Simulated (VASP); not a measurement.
VASP runs on BaTiO3 (space group Pm-3m) share one base input (PBE GGA, plane waves, VASP's PBE PAW potentials (set 64)) and change the settings named in each case.

### KPOINTS
```
Automatic mesh
0
Gamma
7 7 7
0 0 0
```

**POSCAR**
```
BaTiO3
8.0
  0.5000000000   0.0000000000   0.0000000000
  0.0000000000   0.5000000000   0.0000000000
  0.0000000000   0.0000000000   0.5000000000
Ba Ti O
1 1 3
Cart
  0.0000000000   0.0000000000   0.0000000000
  0.2500000000   0.2500000000   0.2500000000
  0.2500000000   0.0000000000   0.2500000000
  0.0000000000   0.2500000000   0.2500000000
  0.2500000000   0.2500000000   0.0000000000
```

**INCAR**
```
SYSTEM = BaTiO3
PREC = Accurate
ENCUT = 400
EDIFF = 1E-6
NELM = 100
ALGO = Normal
LREAL = .FALSE.
LASPH = .TRUE.
ISMEAR = -1
SIGMA = 0.01
GGA = PE
LMAXMIX = 4
LWAVE = .FALSE.
LCHARG = .FALSE.
ISIF = 2
```

POTCAR, in this order: Ba_sv Ti_sv O (PBE.64 set). Program: vasp_std.

```csv
change,E(σ→0) (eV/atom),pressure (GPa)
base run,-8.0022,-0.58
GGA = PS,-8.4032,?
"GGA_COMPAT = .FALSE., LNONCOLLINEAR = .TRUE., LSORBIT = .TRUE., MAGMOM = 0.0 0.0 0.0 0.0 0.0 0.0 0.0 0.0 0.0 0.0 0.0 0.0 0.0 0.0 0.0, program vasp_ncl",-8.0415,-0.58
KPOINTS 2×2×2 Γ-centred mesh,-7.8454,2.04
"LDAU = .TRUE., LDAUJ = 0 0 0, LDAUL = -1 2 -1, LDAUTYPE = 2, LDAUU = 0 4.0 0",-7.4670,2.66
```

Question: Complete the blanks.

Answer: 
- GGA = PS, pressure (GPa): -6.99

Energies of different potentials or functionals have different zeros.  Unless said otherwise, spin-orbit coupling is left out, though it shifts the bands of the heavy elements here. At 400 eV the pressure can carry a Pulay error.

Left out are runs that ran out of time, are held back, or changed the cell or the kind of run, fixed moments of cells without a moment, rows past the twelfth, gaps on odd meshes, pressures of charged cells and columns that move by less than the noise.

The structure is a typed BaTiO3 crystal (Pm-3m). The cell was not relaxed at this level.
